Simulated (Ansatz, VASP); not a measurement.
One calculation of TaRu, two programs

```
Ta Ru
1.0
     3.11823    0.00000    0.00000
     0.00000    3.11823    0.00000
     0.00000    0.00000    3.11823
Ta Ru
1 1
Direct
  0.50000 0.50000 0.50000
  0.00000 0.00000 0.00000
```

Alike in both runs: functional LDA; k mesh 14 × 14 × 14; occupations gaussian, width 0.1 eV; no spin polarisation.

Ansatz relaxed the structure, and its values are those at the end. VASP's run is a single point on that final structure, the one shown.

|  | VASP | Ansatz |
| --- | --- | --- |
| version | VASP 6.6.1 | Ansatz 0.2.0 |
| potentials or method | VASP PAW LDA potentials, release 64 (Ta_pv, Ru_pv) | scalar-relativistic, plane waves, PAW |
| plane-wave cutoff (eV) | 520 | 420 |
| valence electrons in the cell | 25 | 29 |

VASP gave:

| Quantity | Value |
| --- | --- |
| gap on the k mesh at the Fermi level (eV) | none |
| pressure (GPa) | 1.0 |

Task: What did Ansatz give for the same quantities?

Result: gap on the k mesh at the Fermi level (eV): none; pressure (GPa): 0.0.

A gap of «none» marks a metal or a gap that the smearing closes. The two sets of potentials don't hold the same shells in valence.

The runs have no spin-orbit coupling, so splittings on Ta are missing.
